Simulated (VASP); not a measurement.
Here is the system:

```
CELL_PARAMETERS angstrom
      4.53220     0.00000     0.00000
      0.00000     4.53220     0.00000
      0.00000     0.00000     3.02965
ATOMIC_POSITIONS crystal
  Mg 0.50000 0.50000 0.50000
  Mg 0.00000 0.00000 0.00000
  H  0.69557 0.69557 0.00000
  H  0.30443 0.30443 0.00000
  H  0.80443 0.19557 0.50000
  H  0.19557 0.80443 0.50000
```

All values below come from PBE GGA, VASP's PBE PAW potentials (set 64) (plane waves; VASP). Run with 300 eV cut-off, 6×6×9 Γ-centred mesh, Gaussian smearing of 0.010 eV, potentials Mg H.

Question: Give the electronic dielectric tensor ε∞ (DFPT, local fields included).

Answer: 
```
3.92  0.00  0.00
0.00  3.92  0.00
0.00  0.00  3.97
```

Question: Give the Born effective charges.

Answer: 
| atom | Z*xx | Z*yy | Z*zz | mean |
|---|---|---|---|---|
| Mg1 | 1.87 | 1.87 | 1.97 | 1.90 |
| Mg2 | 1.87 | 1.87 | 1.97 | 1.90 |
| H3 | -0.94 | -0.94 | -0.98 | -0.95 |
| H4 | -0.94 | -0.94 | -0.98 | -0.95 |
| H5 | -0.94 | -0.94 | -0.98 | -0.95 |
| H6 | -0.94 | -0.94 | -0.98 | -0.95 |

Question: And the static tensor with the ions free?

Answer: 
```
11.2  0.00  0.00
0.00  11.2  0.00
0.00  0.00  8.58
```

Question: Which frequencies do the optical Γ-point modes have (no LO-TO splitting)?

Answer: 182, 296 (×2), 304, 524 (×2), 792, 847, 963 (×2), 1110, 1176 (×2), 1270, 1464 cm⁻¹.

The structure comes from a computed database's MgH2 entry; how it stands against other phases isn't given here. The cell was not relaxed at this level. The run is one of a series of settings (EDIFF = 1E-8, IBRION = 8, LEPSILON = .TRUE., NSW = 1 against the base run), some of them coarse on purpose.
